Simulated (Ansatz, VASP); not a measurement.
# Cross-check of Si81C121 (amorphous Si0.40C0.60) between VASP and Ansatz

Aim: how closely do two programs agree when they are given the same cell, functional and k mesh? Of the first pair: The structure shown is the start of the Ansatz relaxation below; VASP solves that cell, so the two are compared at the walk's first step.

Method: plane waves, with VASP 6.6.1 beside it; PBEsol, in Ansatz 0.2.0.

## 1. The starting structure

The cell holds 202 atoms: 81 Si and 121 C. Cell: a = 12.163 Å, b = 12.447 Å, c = 12.523 Å, α = 89.6°, β = 90.9°, γ = 89.8°. As first built, before any earlier steps moved the atoms or strained the cell (in the runner's words): 202 atoms (81 Si, 121 C) placed at random at 2.88 g/cm^3, melted at 4500 K for 10 ps at fixed volume with the Erhart-Albe potential (Erhart and Albe, Phys. Rev. B 71, 035211 (2005)). Quenched from 4500 K to 700 K at 100 K/ps and fixed volume, held 5 ps, then minimised at fixed cell.

## 2. Ansatz: relaxation, PBEsol

Ansatz runs on its PAW soft_1 files.

The two programs are compared at the cell with which this relaxation starts, whose forces are those of its first step.

input.yaml reads:

```yaml
crystal:
  lattice:
    - [12.16245, 0.02079, -0.0944]
    - [0.02079, 12.44698, 0.04248]
    - [-0.0944, 0.04248, 12.5228]
  atoms:
    - { symbol: Si, position: [0.19369, 0.2061, 0.2155] }
    - { symbol: Si, position: [0.92435, 0.86765, 0.17914] }
    - { symbol: Si, position: [0.64472, 0.48841, 0.26771] }
    - { symbol: Si, position: [0.57204, 0.85569, 0.92417] }
    - { symbol: Si, position: [0.31077, 0.21718, 0.97426] }
    - { symbol: Si, position: [0.55069, 0.63355, 0.99265] }
    - { symbol: Si, position: [0.03819, 0.47653, 0.62034] }
    - { symbol: Si, position: [0.40824, 0.82267, 0.07463] }
    - { symbol: Si, position: [0.59034, 0.71738, 0.4109] }
    - { symbol: Si, position: [0.60509, 0.87591, 0.58122] }
    - { symbol: Si, position: [0.38835, 0.86331, 0.24656] }
    - { symbol: Si, position: [0.35867, 0.03664, 0.28092] }
    - { symbol: Si, position: [0.06601, 0.72712, 0.00065] }
    - { symbol: Si, position: [0.88475, 0.23124, 0.84831] }
    - { symbol: Si, position: [0.07023, 0.25609, 0.07564] }
    - { symbol: Si, position: [0.68053, 0.10771, 0.60727] }
    - { symbol: Si, position: [0.45025, 0.04936, 0.00438] }
    - { symbol: Si, position: [0.86046, 0.18105, 0.51555] }
    - { symbol: Si, position: [0.41283, 0.76989, 0.48923] }
    - { symbol: Si, position: [0.77011, 0.57436, 0.92231] }
    - { symbol: Si, position: [0.40717, 0.42227, 0.17748] }
    - { symbol: Si, position: [0.46908, 0.44239, 0.46841] }
    - { symbol: Si, position: [0.6841, 0.39077, 0.07547] }
    - { symbol: Si, position: [0.18154, 0.584, 0.84033] }
    - { symbol: Si, position: [0.92746, 0.67503, 0.6029] }
    - { symbol: Si, position: [0.4841, 0.06323, 0.70879] }
    - { symbol: Si, position: [0.16373, 0.71545, 0.6111] }
    - { symbol: Si, position: [0.46667, 0.42493, 0.97787] }
    - { symbol: Si, position: [0.10414, 0.48772, 0.37459] }
    - { symbol: Si, position: [0.01944, 0.64742, 0.15656] }
[... 166 atom lines left out ...]
    - { symbol: C, position: [0.11877, 0.85633, 0.27798] }
    - { symbol: C, position: [0.10211, 0.93598, 0.63285] }
    - { symbol: C, position: [0.79708, 0.15796, 0.05109] }
    - { symbol: C, position: [0.27598, 0.24872, 0.724] }
    - { symbol: C, position: [0.60756, 0.23224, 0.78646] }
    - { symbol: C, position: [0.40933, 0.35486, 0.57237] }
kpoints:
  mp_grid: { grid: [1, 1, 1] }
hamiltonian:
  xc: pbesol
  pseudopotentials: { kind: paw, azcp: { folder: soft_1 }, xc_functional: pbe }
scf:
  occupations: { method: fermi_dirac, width: 0.05 }
output:
  forces: true
  eigenvalues: true
  stress: true
relax:
  f_tol: 0.05
  max_steps: 70
```

Launch:

```bash
$ ansatz run input.yaml --threads 8 --pin off --max-ram 15872MiB --backend cpu --events-out ev --progress --plain --runs-dir out
```

Numbers of over 12 decimals in the logs are rounded to 6 here.

What it wrote:

```text
Warning: output.stress: scf.convergence.dr2_threshold = 1e-7 eV (the SCF's general default) is looser than the 1.08e-8 eV advised for a printed stress (1e-10 eV for each atom of the cell: 202, of which 108 are counted). What an SCF threshold leaves in a stress goes as its square root, and in the free energy as the threshold itself, and one threshold admits the most on a small cell: [figures from the program's tests c [...]
Engine: ansatz 0.2.0, aarch64-unknown-linux-gnu
Pseudopotentials: kind: paw
Pseudopotential: Si, paw, valence charge 4, recommended cutoff 420 eV (normal), soft_1/Si.paw.azcp
Pseudopotential: C, paw, valence charge 4, recommended cutoff 420 eV (normal), soft_1/C.paw.azcp
Functional definition: PBEsol
  exchange = pbesol_x
  correlation = pbesol_c
Crystal: 202 atoms, lattice volume = 1895.635 Å³
Basis set: ecut = 420 eV, 37035 PW (Γ), exchange–correlation on 180×180×180 points (8 copies of the dense FFT grid, shifted against one another)
Bands: 606, of which v1, the nominal top of the filled ones, is band 404 counted from 1 (403 counted from 0)
Symmetry: 1 space group operations
Space group: P1 (ITA 1), of the structure as read, at distance tolerance 1.2e-4 Å
k-points: 1
Non-local potential: Si, projectors of the file, l = 0: 2, l = 1: 2, l = 2: 1
Non-local potential: C, projectors of the file, l = 0: 2, l = 1: 2, l = 2: 1
PAW form: soft (Blöchl's): semilocal exchange-correlation on the pseudo side does not see the compensation charge
PAW frozen core: Si, regenerated for the run's functional, and the local potential with it (the file was generated under x = pbe(κ = 0.804, μ = 0.219515), c = pbe(β = 0.066725))
PAW frozen core: C, regenerated for the run's functional, and the local potential with it (the file was generated under x = pbe(κ = 0.804, μ = 0.219515), c = pbe(β = 0.066725))
PAW one-centre angular grid: Si, 110 points (default); XC on 64 Gauss nodes
PAW one-centre angular grid: C, 110 points (default); XC on 64 Gauss nodes
Initial density: superposition of atomic densities (chi_scale 0.1, normalization cell, long waves 4 % of neutral atoms (reshape's long-wave potential 1.04 eV rms, cloud 1.87 Å wide))
Initial wavefunctions: pseudopotential atomic-orbital guess
Functional: x = pbesol(κ = 0.804, μ = 0.123457), c = pbesol(β = 0.046)
SCF iter   1: F=—  HF=-80184.907905 eV  |F-HF|=—  |Δ(HF+E_count)|=         —  Δρ=1.21e-1  dr2=4.55e2  ethr=3.10e-3  ⟨swp⟩=6.0  Hψ=2829  notcnv=0  defer=117
preconditioner: auto → Resta (q_TF=auto, 2.367 Å⁻¹)  ε∞=4.7  [insulator: Δε(μ)=0.131 eV  Ē_g=12.629 eV  σ=0.050 eV  W_gap=0.57  n_scr=438 (ndim 8)  ℏωp=24.2 eV  f_vac=0.000  D(μ)=16.13/eV (n_scr^D=68)  ε∞_Penn≈4.7]
SCF iter   2: F=—  HF=-80098.046281 eV  |F-HF|=—  |Δ(HF+E_count)|=    8.69e1  Δρ=5.83e-2  dr2=9.06e1  ethr=3.10e-3  ⟨swp⟩=3.0  Hψ=1160  notcnv=0  defer=170
SCF iter   3: F=—  HF=-80072.795650 eV  |F-HF|=—  |Δ(HF+E_count)|=    2.53e1  Δρ=9.89e-3  dr2=3.53e0  ethr=3.10e-3  ⟨swp⟩=10.0  Hψ=915  notcnv=0  defer=171
SCF iter   4: F=—  HF=-80072.355230 eV  |F-HF|=—  |Δ(HF+E_count)|=   4.40e-1  Δρ=3.43e-3  dr2=5.41e-1  ethr=4.37e-4  ⟨swp⟩=6.0  Hψ=827  notcnv=0  defer=170
SCF iter   5: F=—  HF=-80072.317119 eV  |F-HF|=—  |Δ(HF+E_count)|=   3.81e-2  Δρ=1.11e-3  dr2=5.60e-2  ethr=6.69e-5  ⟨swp⟩=2.0  Hψ=680  notcnv=0  defer=170
SCF iter   6: F=—  HF=-80072.321511 eV  |F-HF|=—  |Δ(HF+E_count)|=   4.39e-3  Δρ=3.14e-4  dr2=2.61e-3  ethr=6.93e-6  ⟨swp⟩=2.0  Hψ=607  notcnv=0  defer=170
SCF iter   7: F=—  HF=-80072.322501 eV  |F-HF|=—  |Δ(HF+E_count)|=   9.90e-4  Δρ=9.10e-5  dr2=2.99e-4  ethr=3.23e-7  ⟨swp⟩=2.0  Hψ=840  notcnv=0  defer=170
SCF iter   8: F=-80072.322549 eV  HF=-80072.322559 eV  |F-HF|=9.72e-6  |Δ(HF+E_count)|=   5.80e-5  Δρ=2.28e-5  dr2=2.37e-5  ethr=7.74e-9  ⟨swp⟩=16.0  Hψ=4459  notcnv=0
SCF 1 converged in 8 iterations: F = -80072.322549 eV  dr2 = 2.37e-5
  greatest PAW one-centre occupation: 0.707 electrons in one spin orbital (limit 2), on the C atom at site 150 (counted from 0), in its partial waves of l = 0
[...]
- { symbol: C, position: [0.933035, 0.574305, 0.303384] }
    - { symbol: C, position: [0.327894, 0.986409, 0.956061] }
    - { symbol: C, position: [0.880722, 0.674833, 0.293580] }
    - { symbol: C, position: [0.279224, 0.869131, 0.716060] }
    - { symbol: C, position: [0.590934, 0.348237, 0.846780] }
    - { symbol: C, position: [0.787177, 0.00582702, 0.280982] }
    - { symbol: C, position: [0.171129, 0.718172, 0.463576] }
    - { symbol: C, position: [0.953171, 0.481951, 0.493520] }
    - { symbol: C, position: [0.956602, 0.589152, 0.821972] }
    - { symbol: C, position: [0.224886, 0.359868, 0.702786] }
    - { symbol: C, position: [0.999110, 0.031553, 0.959996] }
    - { symbol: C, position: [0.472108, 0.397121, 0.836424] }
    - { symbol: C, position: [0.609516, 1.011835, 0.675159] }
    - { symbol: C, position: [0.303139, 0.570778, 0.600803] }
    - { symbol: C, position: [0.120382, 0.420031, 0.198019] }
    - { symbol: C, position: [0.883895, 0.478066, 0.087295] }
    - { symbol: C, position: [0.875936, 0.016024, 0.928714] }
    - { symbol: C, position: [0.963686, 0.421963, 0.733484] }
    - { symbol: C, position: [0.968673, 0.069239, 0.242969] }
    - { symbol: C, position: [0.880200, 0.727525, 0.193429] }
    - { symbol: C, position: [0.983131, 0.564645, 0.413480] }
    - { symbol: C, position: [0.202920, 0.194287, 0.793188] }
    - { symbol: C, position: [0.122307, 0.833740, 0.077261] }
    - { symbol: C, position: [0.056068, 0.632790, 0.776140] }
[...]
- { symbol: C, position: [0.014992, 0.162311, 0.519133] }
    - { symbol: C, position: [0.137850, 0.357490, 0.614455] }
    - { symbol: C, position: [0.113431, 0.861567, 0.274890] }
    - { symbol: C, position: [0.087457, 0.920482, 0.636583] }
    - { symbol: C, position: [0.794693, 0.155320, 0.051582] }
    - { symbol: C, position: [0.280340, 0.250209, 0.723958] }
    - { symbol: C, position: [0.610288, 0.242507, 0.787633] }
    - { symbol: C, position: [0.399949, 0.356598, 0.568773] }
```

In the SCF lines HF is the Harris–Foulkes energy and dr2 the Hartree energy of the density residual, in eV; the loop may stop once dr2 is under the threshold and the program's other checks hold. Hψ counts applications of the Hamiltonian.

## 3. VASP: single point, PBEsol, start cell, pair 1

The same cell, functional, mesh and smearing now go to VASP, with its own data sets.

Lines of VASP's logs that name or quote its potential files are left out, and so is its time.

INCAR reads:

```
SYSTEM = Si81C121
PREC = Accurate
ENCUT = 520
EDIFF = 1E-06
NELM = 120
ISMEAR = -1
SIGMA = 0.05
LREAL = Auto
ALGO = Normal
GGA = PS
NBANDS = 545
LORBIT = 11
LWAVE = .FALSE.
LCHARG = .FALSE.
ISIF = 2
LASPH = .TRUE.
GGA_COMPAT = .FALSE.
```

POSCAR reads:

```
Si81C121
1.0
   12.1624500000      0.0207900000     -0.0944000000
    0.0207900000     12.4469800000      0.0424800000
   -0.0944000000      0.0424800000     12.5228000000
Si C
81 121
Direct
    0.1936910845      0.2060996995      0.2154972788
    0.9243509493      0.8676460466      0.1791373435
    0.6447235596      0.4884095384      0.2677128331
    0.5720435872      0.8556893820      0.9241664188
    0.3107725256      0.2171813815      0.9742638277
    0.5506896033      0.6335499328      0.9926511561
    0.0381874381      0.4765295797      0.6203374579
    0.4082435609      0.8226688148      0.0746311704
    0.5903395260      0.7173765596      0.4109028248
    0.6050883729      0.8759096547      0.5812207893
    0.3883532269      0.8633140236      0.2465572368
    0.3586659890      0.0366361851      0.2809197435
    0.0660101084      0.7271161379      0.0006502907
    0.8847537126      0.2312424239      0.8483084911
    0.0702339201      0.2560883490      0.0756421446
    0.6805279657      0.1077092467      0.6072736410
    0.4502536089      0.0493576201      0.0043765954
    0.8604601843      0.1810487721      0.5155505550
    0.4128261595      0.7698923539      0.4892329002
    0.7701100644      0.5743569682      0.9223096836
    0.4071691758      0.4222707649      0.1774761801
    0.4690765790      0.4423924436      0.4684086624
    0.6840973810      0.3907672147      0.0754686653
    0.1815412308      0.5839993627      0.8403335675
    0.9274594925      0.6750317740      0.6028984593
    0.4840961358      0.0632303032      0.7087881825
    0.1637263389      0.7154536015      0.6110984203
    0.4666721706      0.4249269990      0.9778725967
    0.1041419785      0.4877184920      0.3745897660
    0.0194384427      0.6474217305      0.1565570411
[... 166 atom lines left out ...]
    0.1187703602      0.8563299703      0.2779837596
    0.1021079020      0.9359775323      0.6328519708
    0.7970794688      0.1579626757      0.0510935292
    0.2759784885      0.2487195253      0.7239983681
    0.6075596324      0.2322378594      0.7864605492
    0.4093298681      0.3548632507      0.5723692903
```

KPOINTS reads:

```
Automatic mesh
0
Gamma
1 1 1
0 0 0
```

Potentials, in the order of the species: Si and C (PBE family, release 64).

Launch:

```bash
$ export OMP_NUM_THREADS=3
$ mpirun -np 1 vasp_gam
```

What it wrote:

```text
[banner, memory and clock lines left out]
running    1 mpi-ranks, on    1 nodes
[...]
Offloading initialized ...    1 GPUs detected
[...]
|                                                                             |
|               ----> ADVICE to this user running VASP <----                  |
|                                                                             |
|     You enforced a specific xc type in the INCAR file but a different       |
|     [... a line on the potential file left out ...]
|     I HOPE YOU KNOW WHAT YOU ARE DOING!                                     |
|                                                                             |

 LDA part: xc-table for (Slater+PW92), standard interpolation
 POSCAR, INCAR and KPOINTS ok, starting setup
[...]
entering main loop
       N       E                     dE             d eps       ncg     rms          rms(c)
DAV:   1     0.510671694921E+04    0.51067E+04   -0.43690E+05  1090   0.145E+03
DAV:   2    -0.104606505050E+04   -0.61528E+04   -0.57594E+04  1372   0.304E+02
DAV:   3    -0.163973499141E+04   -0.59367E+03   -0.57871E+03  1340   0.887E+01
DAV:   4    -0.165715961765E+04   -0.17425E+02   -0.17278E+02  1308   0.165E+01
[...]
DAV:  16    -0.151375913173E+04    0.49118E-05   -0.47215E-05  1284   0.999E-03    0.139E-02
DAV:  17    -0.151375913226E+04   -0.53466E-06   -0.15518E-05  1276   0.540E-03    0.462E-03
DAV:  18    -0.151375913240E+04   -0.13825E-06   -0.23337E-06   732   0.221E-03
   1 F= -.15137591E+04 E0= -.15136766E+04  d E =-.165148E+00
```

OUTCAR, selected parts (step 3):

```text
  FREE ENERGIE OF THE ION-ELECTRON SYSTEM (eV)
  ---------------------------------------------------
  free  energy   TOTEN  =     -1513.7591324019 eV

  energy  without entropy=    -1513.5939840477  energy(sigma->0) =    -1513.67655822

[... 2 further parts left out ...]
[key lines of the parts left out:]
E-fermi :   9.5171
```

The run ends at a pressure of 27.46 GPa, with forces up to 1.8 eV/Å.

## 4. Comparison

Known differences besides the potentials themselves: the cutoff is 420 eV in Ansatz and 520 eV in VASP (PREC = Accurate, projectors in real space); Ansatz makes its cores anew for this functional, VASP keeps those of its PBE data sets. Total energies have different zeros and are not compared.

Forces on 9 of the 202 atoms, those with the largest forces and the largest differences (eV/Å; atoms numbered as in POSCAR):

```
atom          Ansatz x, y, z            VASP x, y, z
 C89  -1.085, -0.948, -0.566  -1.132, -0.969, -0.588
 C96  -0.139, -1.428, -0.066  -0.134, -1.500, -0.090
C111    0.673, -1.004, 0.811    0.705, -1.032, 0.847
C118  -1.285, -0.817, -0.082  -1.317, -0.849, -0.094
C143  -1.437, -0.228, -0.186  -1.478, -0.250, -0.187
C153  -1.236, -0.456, -0.208  -1.309, -0.489, -0.232
C174  -0.244, -1.649, -0.541  -0.249, -1.696, -0.583
C188   -0.453, 1.506, -0.285   -0.469, 1.577, -0.294
C192     0.771, 1.353, 0.244     0.816, 1.377, 0.258
```

The forces differ by 19 meV/Å r.m.s., which is 4.0 % of the r.m.s. force of 0.473 eV/Å (both taken over all components).

## 5. Ansatz: relaxation, PBEsol

This run makes the geometry at which the two programs are then compared.

The structure compared here is the end of the Ansatz relaxation.

This is the run of step 2 again, met here at its other cell.

## 6. VASP: single point, PBEsol, relaxed atoms in a fixed cell, pair 2

The same cell, functional, mesh and smearing now go to VASP, with its own data sets.

Edit INCAR of step 3 so:

```diff
@@ -2,3 +2,3 @@
 PREC = Accurate
-ENCUT = 520
+ENCUT = 600
 EDIFF = 1E-06
```

POSCAR reads:

```
Si81C121
1.0
   12.1624500000      0.0207900000     -0.0944000000
    0.0207900000     12.4469800000      0.0424800000
   -0.0944000000      0.0424800000     12.5228000000
Si C
81 121
Direct
    0.1870600000      0.1959200000      0.2062100000
    0.9180700000      0.8687200000      0.1731600000
    0.6586800000      0.4908000000      0.2573100000
    0.5860600000      0.8621500000      0.9261400000
    0.3165900000      0.2202500000      0.9833200000
    0.5583400000      0.6429200000      0.9898800000
    0.0432200000      0.4754400000      0.6184200000
    0.4108600000      0.8231200000      0.0754300000
    0.6006000000      0.6977100000      0.4487700000
    0.5857400000      0.8886300000      0.6039500000
    0.3855600000      0.8636400000      0.2485000000
    0.3656300000      0.0379900000      0.2846400000
    0.0746700000      0.7355600000      0.9861100000
    0.8782800000      0.2326600000      0.8422900000
    0.0653400000      0.2528100000      0.0736600000
    0.6793000000      0.1238400000      0.6070900000
    0.4610600000      0.0477600000      0.0064400000
    0.8640500000      0.1815100000      0.5105800000
    0.4167600000      0.7536500000      0.4759400000
    0.7662900000      0.5696400000      0.9291300000
    0.4119500000      0.4289800000      0.1755300000
    0.4620500000      0.4498500000      0.4670800000
    0.6976800000      0.4220300000      0.0745200000
    0.1834100000      0.5811900000      0.8457400000
    0.9295900000      0.6723500000      0.6003500000
    0.4782500000      0.0787600000      0.7087600000
    0.1658200000      0.7129800000      0.6127800000
    0.4621700000      0.4216800000      0.9797300000
    0.1112500000      0.4780900000      0.3789600000
    0.0054900000      0.6359800000      0.1756400000
[... 166 atom lines left out ...]
    0.1134300000      0.8615700000      0.2748900000
    0.0874600000      0.9204800000      0.6365800000
    0.7946900000      0.1553200000      0.0515800000
    0.2803400000      0.2502100000      0.7239600000
    0.6102900000      0.2425100000      0.7876300000
    0.3999500000      0.3566000000      0.5687700000
```

KPOINTS is that of step 3.

What it wrote:

```text
[banner, memory and clock lines left out]
running    1 mpi-ranks, on    1 nodes
[...]
Offloading initialized ...    1 GPUs detected
[...]
[... a notice as in an earlier step ...]

 LDA part: xc-table for (Slater+PW92), standard interpolation
 POSCAR, INCAR and KPOINTS ok, starting setup
[...]
entering main loop
       N       E                     dE             d eps       ncg     rms          rms(c)
DAV:   1     0.542807951847E+04    0.54281E+04   -0.47474E+05  1090   0.162E+03
DAV:   2    -0.984353928764E+03   -0.64124E+04   -0.60082E+04  1356   0.316E+02
DAV:   3    -0.162766235683E+04   -0.64331E+03   -0.62512E+03  1340   0.921E+01
DAV:   4    -0.164767620877E+04   -0.20014E+02   -0.19812E+02  1308   0.174E+01
[...]
DAV:  15    -0.152005524017E+04    0.16443E-06   -0.18139E-04  1228   0.191E-02    0.285E-02
DAV:  16    -0.152005523678E+04    0.33905E-05   -0.36114E-05  1292   0.859E-03    0.968E-03
DAV:  17    -0.152005523743E+04   -0.65086E-06   -0.96521E-06  1220   0.414E-03
   1 F= -.15200552E+04 E0= -.15199696E+04  d E =-.171256E+00
```

OUTCAR, selected parts (step 6):

```text
  FREE ENERGIE OF THE ION-ELECTRON SYSTEM (eV)
  ---------------------------------------------------
  free  energy   TOTEN  =     -1520.0552374293 eV

  energy  without entropy=    -1519.8839818109  energy(sigma->0) =    -1519.96960962

[... 1 part as in an earlier step ...]

[... 1 further part left out ...]
[key lines of the parts left out:]
E-fermi :   9.4759
```

The run ends at a pressure of 19.66 GPa, with forces up to 0.089 eV/Å.

## 7. Side by side

What differs besides the data sets and the points named for the pairs above, as far as they apply: the cutoff is 420 eV in Ansatz and 600 eV in VASP (PREC = Accurate, projectors in real space). Total energies have different zeros and are not compared.

Compared:

```csv
quantity,Ansatz,VASP,difference
pressure (GPa),19.37,19.66,-0.28
```

The largest component of a force difference here is 62 meV/Å.

## 8. What came out

- r.m.s. force difference (single point, PBEsol, start cell, pair 1): 4.0 % of the r.m.s. force
- r.m.s. force difference (single point, PBEsol, relaxed atoms in a fixed cell, pair 2): 16 meV/Å

What this shows: The r.m.s. force difference is 4.0 % of the r.m.s. force (single point, PBEsol, start cell, pair 1), beyond the 3 % picked in this series as the mark of a large difference. What causes the difference of the single point, PBEsol, start cell, pair 1 pair stays open here. What causes the difference of the single point, PBEsol, relaxed atoms in a fixed cell, pair 2 pair stays open here. How closely two codes agree says nothing of how well the functional describes the real material.

[Lines on the potential files, build, host, timing and source positions are cut from VASP's logs without a mark.]

[Logs are printed without paths, hosts, clocks, repeated set-up lines and the standing remarks that a program may print on its own settings, such as how far it seeks lower states.]

[Hosts, paths, dates, database ids (printed as entryN), source tags and the programs' standing remarks are cut or masked in the printed files.]
